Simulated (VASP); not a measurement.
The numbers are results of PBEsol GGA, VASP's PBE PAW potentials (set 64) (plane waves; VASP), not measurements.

A VASP calculation is set up with these files.

POSCAR:
```
Re
1
    1.3800000000    -2.3902300000     0.0000000000
    1.3800000000     2.3902300000     0.0000000000
    0.0000000000     0.0000000000     4.4600000000
Re
2
Direct
  0.3333330000   0.6666670000   0.2500000000
  0.6666670000   0.3333330000   0.7500000000
```

KPOINTS:
```
Automatic
0
Gamma
  14 14 8
0 0 0
```

**INCAR**
```
SYSTEM = Re
PREC = Accurate; ENCUT = 400; LREAL = .FALSE.
LASPH = .TRUE.
EDIFF = 1E-6; NELM = 100; ALGO = Normal
LMAXMIX = 6
ISMEAR = 1; SIGMA = 0.1
GGA = PS
IBRION = 2; NSW = 60; ISIF = 3
EDIFFG = -0.01
LWAVE = .FALSE.; LCHARG = .FALSE.
```

POTCAR, in this order: Re (PBE.64 set). Program: vasp_std.

Output of the run:

### OUTCAR
```
 ion  position               nearest neighbor table
   1  0.333  0.667  0.250-   2 2.74   2 2.74   2 2.74   2 2.74   2 2.74   2 2.74
   2  0.667  0.333  0.750-   1 2.74   1 2.74   1 2.74   1 2.74   1 2.74   1 2.74
  LATTYP: Found a hexagonal cell.
 ALAT       =     2.7599999009
 C/A-ratio  =     1.6159420870
 Subroutine PRICEL returns:
 Original cell was already a primitive cell.
 Subroutine GETGRP returns: Found 24 space group operations
The static configuration has the point symmetry D_3d.
 The point group associated with its full space group is D_6h.
The dynamic configuration has the point symmetry D_3d.
 Subroutine INISYM returns: Found 24 space group operations
 Subroutine IBZKPT returns following result:
 Found    120 irreducible k-points:

 Following reciprocal coordinates:
            Coordinates               Weight
  0.000000  0.000000  0.000000      1.000000
  0.071429  0.000000  0.000000      6.000000
  0.142857 -0.000000  0.000000      6.000000
  0.214286  0.000000  0.000000      6.000000
  0.285714 -0.000000  0.000000      6.000000
  0.357143 -0.000000  0.000000      6.000000
  0.428571  0.000000  0.000000      6.000000
  0.500000 -0.000000  0.000000      3.000000
  0.071429  0.071429  0.000000      6.000000
  0.142857  0.071429  0.000000     12.000000
  0.214286  0.071429  0.000000     12.000000
  0.285714  0.071429  0.000000     12.000000
  0.357143  0.071429  0.000000     12.000000
  0.428571  0.071429  0.000000     12.000000
  0.142857  0.142857  0.000000      6.000000
  0.214286  0.142857  0.000000     12.000000
  0.285714  0.142857  0.000000     12.000000
  0.357143  0.142857  0.000000     12.000000
  0.428571  0.142857  0.000000      6.000000
  0.214286  0.214286  0.000000      6.000000
  0.285714  0.214286  0.000000     12.000000
  0.357143  0.214286  0.000000     12.000000
...
```

### OSZICAR
```
       N       E                     dE             d eps       ncg     rms          rms(c)
DAV:   1     0.170273097035E+02    0.17027E+02   -0.61626E+03  5046   0.142E+03
DAV:   2    -0.241498907241E+02   -0.41177E+02   -0.35541E+02  4511   0.330E+02
DAV:   3    -0.280757747603E+02   -0.39259E+01   -0.32808E+01  4653   0.151E+02
DAV:   4    -0.282531874664E+02   -0.17741E+00   -0.16226E+00  4856   0.162E+01
DAV:   5    -0.282606363286E+02   -0.74489E-02   -0.59318E-02  4558   0.193E+00    0.446E+01
DAV:   6    -0.271236486222E+02    0.11370E+01   -0.11681E+00  4901   0.322E+01    0.182E+01
DAV:   7    -0.267494563080E+02    0.37419E+00   -0.80098E-01  5115   0.256E+01    0.592E-01
DAV:   8    -0.267357804400E+02    0.13676E-01   -0.10939E-02  5181   0.115E+00    0.199E-01
DAV:   9    -0.267349684475E+02    0.81199E-03   -0.50504E-04  4924   0.206E-01    0.373E-02
DAV:  10    -0.267349670648E+02    0.13827E-05   -0.51099E-05  4395   0.679E-02    0.663E-03
DAV:  11    -0.267349668781E+02    0.18665E-06   -0.40023E-07  2501   0.193E-02
   1 F= -.26734967E+02 E0= -.26735260E+02  d E =-.267350E+02
       N       E                     dE             d eps       ncg     rms          rms(c)
DAV:   1    -0.267341543056E+02    0.81276E-03   -0.11924E+01  2643   0.223E+02    0.109E+01
DAV:   2    -0.266834565413E+02    0.50698E-01   -0.10954E-01  4549   0.106E+01    0.385E+00
DAV:   3    -0.266625070905E+02    0.20949E-01   -0.44475E-02  4473   0.728E+00    0.465E-01
DAV:   4    -0.266623434900E+02    0.16360E-03   -0.11280E-03  5114   0.745E-01    0.256E-01
DAV:   5    -0.266623849451E+02   -0.41455E-04   -0.52187E-04  5120   0.680E-01    0.488E-02
DAV:   6    -0.266623972162E+02   -0.12271E-04   -0.78513E-06  3638   0.106E-01    0.124E-02
DAV:   7    -0.266623983648E+02   -0.11486E-05   -0.59523E-06  2870   0.480E-02    0.369E-03
DAV:   8    -0.266623981825E+02    0.18228E-06   -0.14633E-07  1881   0.961E-03
   2 F= -.26662398E+02 E0= -.26662583E+02  d E =0.725687E-01
       N       E                     dE             d eps       ncg     rms          rms(c)
DAV:   1    -0.267874651291E+02   -0.12507E+00   -0.59691E+00  3088   0.145E+02    0.831E+00
DAV:   2    -0.267516519650E+02    0.35813E-01   -0.74727E-02  4292   0.976E+00    0.317E+00
DAV:   3    -0.267389100044E+02    0.12742E-01   -0.31025E-02  4435   0.599E+00    0.318E-01
DAV:   4    -0.267389689450E+02   -0.58941E-04   -0.45374E-04  5060   0.291E-01    0.125E-01
DAV:   5    -0.267390027672E+02   -0.33822E-04   -0.27635E-04  5047   0.441E-01    0.326E-02
DAV:   6    -0.267390096739E+02   -0.69067E-05   -0.45234E-06  2957   0.888E-02    0.896E-03
DAV:   7    -0.267390101788E+02   -0.50484E-06   -0.83821E-06  3329   0.364E-02
   3 F= -.26739010E+02 E0= -.26739300E+02  d E =-.404330E-02
       N       E                     dE             d eps       ncg     rms          rms(c)
DAV:   1    -0.267390131974E+02   -0.35235E-05   -0.14636E-04  2804   0.743E-01    0.378E-02
DAV:   2    -0.267390125120E+02    0.68542E-06   -0.73616E-07  1640   0.510E-02
   4 F= -.26739013E+02 E0= -.26739302E+02  d E =-.404563E-02
       N       E                     dE             d eps       ncg     rms          rms(c)
DAV:   1    -0.267390088150E+02    0.43825E-05   -0.12320E-03  2708   0.220E+00    0.113E-01
DAV:   2    -0.267390024051E+02    0.64099E-05   -0.15076E-05  4162   0.144E-01    0.398E-02
DAV:   3    -0.267390000480E+02    0.23571E-05   -0.18796E-06  1552   0.840E-02    0.109E-02
DAV:   4    -0.267390004798E+02   -0.43186E-06   -0.55769E-06  3040   0.181E-02
   5 F= -.26739000E+02 E0= -.26739289E+02  d E =-.403360E-02
       N       E                     dE             d eps       ncg     rms          rms(c)
DAV:   1    -0.267390163172E+02   -0.16269E-04   -0.54902E-04  2756   0.144E+00    0.713E-02
DAV:   2    -0.267390131914E+02    0.31259E-05   -0.51079E-06  2751   0.907E-02    0.228E-02
DAV:   3    -0.267390116062E+02    0.15851E-05   -0.17318E-06  1679   0.495E-02    0.860E-03
DAV:   4    -0.267390115374E+02    0.68836E-07   -0.11133E-06  1485   0.237E-02
   6 F= -.26739012E+02 E0= -.26739301E+02  d E =-.404466E-02
       N       E                     dE             d eps       ncg     rms          rms(c)
DAV:   1    -0.267390867778E+02   -0.75172E-04   -0.14146E-02  3963   0.609E+00    0.289E-01
DAV:   2    -0.267389827323E+02    0.10405E-03   -0.13473E-04  4808   0.269E-01    0.111E-01
DAV:   3    -0.267389511505E+02    0.31582E-04   -0.66060E-05  5006   0.224E-01    0.145E-02
DAV:   4    -0.267389510553E+02    0.95285E-07   -0.56787E-07  1877   0.114E-02
   7 F= -.26738951E+02 E0= -.26739261E+02  d E =0.604822E-04
       N       E                     dE             d eps       ncg     rms          rms(c)
DAV:   1    -0.267390889198E+02   -0.13777E-03   -0.74173E-03  3966   0.440E+00    0.193E-01
DAV:   2    -0.267390375350E+02    0.51385E-04   -0.71299E-05  4792   0.195E-01    0.706E-02
DAV:   3    -0.267390233810E+02    0.14154E-04   -0.32381E-05  4855   0.158E-01    0.122E-02
DAV:   4    -0.267390235177E+02   -0.13671E-06   -0.21901E-07  1653   0.985E-03
   8 F= -.26739024E+02 E0= -.26739319E+02  d E =-.119803E-04
       N       E                     dE             d eps       ncg     rms          rms(c)
DAV:   1    -0.267390600131E+02   -0.36632E-04   -0.38767E-03  3974   0.256E+00    0.108E-01
DAV:   2    -0.267390268872E+02    0.33126E-04   -0.44069E-05  4658   0.119E-01    0.419E-02
DAV:   3    -0.267390181848E+02    0.87024E-05   -0.20157E-05  4353   0.926E-02    0.679E-03
DAV:   4    -0.267390182693E+02   -0.84485E-07   -0.30611E-07  1624   0.793E-03
   9 F= -.26739018E+02 E0= -.26739326E+02  d E =0.524842E-05
       N       E                     dE             d eps       ncg     rms          rms(c)
DAV:   1    -0.267390447835E+02   -0.26599E-04   -0.13238E-03  3977   0.149E+00    0.557E-02
DAV:   2    -0.267390335617E+02    0.11222E-04   -0.15062E-05  4577   0.685E-02    0.204E-02
DAV:   3    -0.267390296942E+02    0.38675E-05   -0.26263E-06  1656   0.521E-02    0.102E-02
DAV:   4    -0.267390298296E+02   -0.13547E-06   -0.73433E-07  1389   0.326E-02
  10 F= -.26739030E+02 E0= -.26739330E+02  d E =-.631197E-05
```

File OUTCAR:
```
------------------------ aborting loop because EDIFF is reached ----------------------------------------
  FORCE on cell =-STRESS in cart. coord.  units (eV):
  Direction    XX          YY          ZZ          XY          YZ          ZX
  --------------------------------------------------------------------------------------
  Total        0.0083965      0.0083965     -0.0106824      0.0000000      0.0000000      0.0000000
  in kB        0.4620355      0.4620355     -0.5878241      0.0000000      0.0000000      0.0000000
  external PRESSURE =       0.1120823 kB  Pullay stress =       0.0000000 kB
  volume of cell :       29.12
      direct lattice vectors                 reciprocal lattice vectors
     1.374638486 -2.380943587  0.000000000     0.363731996 -0.210000776 -0.000000000
     1.374638486  2.380943587 -0.000000000     0.363731996  0.210000776  0.000000000
     0.000000000 -0.000000000  4.448009388    -0.000000000  0.000000000  0.224819669
 POSITION                                       TOTAL-FORCE (eV/Angst)
 -----------------------------------------------------------------------------------
      1.37464      0.79365      1.11200        -0.000000      0.000000      0.000000
      1.37464     -0.79365      3.33601         0.000000     -0.000000      0.000000
 -----------------------------------------------------------------------------------
    total drift:                               -0.000000      0.000008     -0.000016
  FREE ENERGIE OF THE ION-ELECTRON SYSTEM (eV)
  ---------------------------------------------------
  free  energy   TOTEN  =       -26.7390298296 eV

  energy  without entropy=      -26.7399312557  energy(sigma->0) =      -26.73933031

 reached required accuracy - stopping structural energy minimisation
```
(Selected blocks of OUTCAR.)

**CONTCAR**
```
Re
   1.00000000000000
     1.3746384859597576   -2.3809435866102611    0.0000000000000000
     1.3746384859597576    2.3809435866102611   -0.0000000000000000
     0.0000000000000000   -0.0000000000000000    4.4480093880193730
  Re
     2
Direct
     0.3333330000000032    0.6666669999999968    0.2500000000000000
     0.6666669999999968    0.3333330000000032    0.7500000000000000
```

OUTCAR:
```
 val. band max:        7.7898535886   @ k =   0.1429   0.0714   0.0000

 cond. band min:       7.8046537880   @ k =   0.2857   0.2857   0.5000


 Fermi energy:         7.8004971480

 k-point     1 :       0.0000    0.0000    0.0000
  band No.  band energies     occupation
      1      -2.1216      2.00000
      2       1.1267      2.00000
      3       6.2111      2.00000
      4       6.2377      2.00000
      5       6.2377      2.00000
      6       7.0861      2.00000
      7       7.0862      2.00000
      8       8.0479     -0.00260
      9       8.0479     -0.00260
     10       8.4630     -0.00000
     11      11.2639      0.00000

 k-point     2 :       0.0714    0.0000    0.0000
  band No.  band energies     occupation
      1      -1.9096      2.00000
      2       1.3265      2.00000
      3       5.7391      2.00000
      4       6.4328      2.00000
      5       6.6375      2.00000
      6       6.9387      2.00000
      7       7.2707      2.00000
      8       7.5463      2.00192
      9       7.8837      0.00425
     10       8.0670     -0.00107
     11      11.3749      0.00000

 k-point     3 :       0.1429   -0.0000    0.0000
  band No.  band energies     occupation
      1      -1.3047      2.00000
      2       1.8576      2.00000
      3       5.1754      2.00000
      4       6.2488      2.00000
      5       6.5028      2.00000
      6       7.0069      2.00000
      7       7.2031      2.00000
      8       7.4827      2.00007
      9       7.7526      1.71696
     10       7.8111      0.82164
     11      11.6244      0.00000

 k-point     4 :       0.2143    0.0000    0.0000
  band No.  band energies     occupation
      1      -0.4081      2.00000
      2       2.4290      2.00000
      3       4.7888      2.00000
      4       4.9927      2.00000
      5       6.1093      2.00000
      6       7.0004      2.00000
      7       7.3783      2.00000
      8       7.9232     -0.07091
      9       7.9498     -0.05593
...
```

Unless said otherwise, spin-orbit coupling is left out, though it shifts the bands of the heavy elements here.

The compound is Re in the hcp structure. This run relaxes it. Symmetry was kept, so distortions that lower it aren't found.
